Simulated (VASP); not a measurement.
Method: TPSS meta-GGA, VASP's PBE PAW potentials (set 64) (plane waves; VASP).

A VASP calculation is set up with these files.

### INCAR
```
ALGO=Normal
EDIFF=1E-7
EDIFFG=-0.01
ENCUT=520
IBRION=2
ISIF=4
ISMEAR=1
LASPH=.TRUE.
LCHARG=.FALSE.
LMAXMIX=6
LMIXTAU=.TRUE.
LREAL=.FALSE.
LWAVE=.FALSE.
METAGGA=TPSS
NELM=100
NSW=30
PREC=Accurate
SIGMA=0.1
SYSTEM=Hf
```

### KPOINTS
```
kpoints
0
G
  13 13 7
0 0 0
```

### POSCAR
```
Hf
1.0
  1.5725462941  -2.7237300414   0.0000000000
  1.5725462941   2.7237300414   0.0000000000
  0.0000000000   0.0000000000   4.9757849934
Hf
2
Direct
  0.3333330000   0.6666670000   0.2500000000
  0.6666670000   0.3333330000   0.7500000000
```

POTCAR, in this order: Hf_pv (PBE.64 set). Program: vasp_std.

Unless said otherwise, spin-orbit coupling is left out, though it shifts the bands of the heavy elements here.

Q: Estimate the energy per atom (σ→0), pressure, band gap (on the k-mesh).

A: 
```json
{
  "energy per atom (σ→0)": "-11.675 eV/atom",
  "band gap (on the k-mesh)": "none (metal, semimetal or under 0.01 eV)",
  "pressure": "3.64 GPa"
}
```

OSZICAR:
```
...
DAV:  18    -0.233506574227E+02    0.29673E-05   -0.24120E-06  3096   0.164E-02    0.103E-01
DAV:  19    -0.233506584228E+02   -0.10001E-05   -0.53748E-07  2646   0.902E-03    0.426E-02
DAV:  20    -0.233506595781E+02   -0.11553E-05   -0.60515E-07  2598   0.823E-03    0.106E-02
DAV:  21    -0.233506591833E+02    0.39475E-06   -0.71291E-08  1548   0.316E-03    0.126E-02
DAV:  22    -0.233506596311E+02   -0.44772E-06   -0.61610E-08  1476   0.261E-03    0.397E-03
DAV:  23    -0.233506595223E+02    0.10877E-06   -0.14747E-08  1440   0.136E-03    0.568E-04
DAV:  24    -0.233506595628E+02   -0.40509E-07   -0.87724E-10  1416   0.280E-04
   1 F= -.23350660E+02 E0= -.23350360E+02  d E =-.233507E+02
```

The compound is Hf in the hcp structure. This cell is one point of a volume scan, at 0.97 of the reference volume.
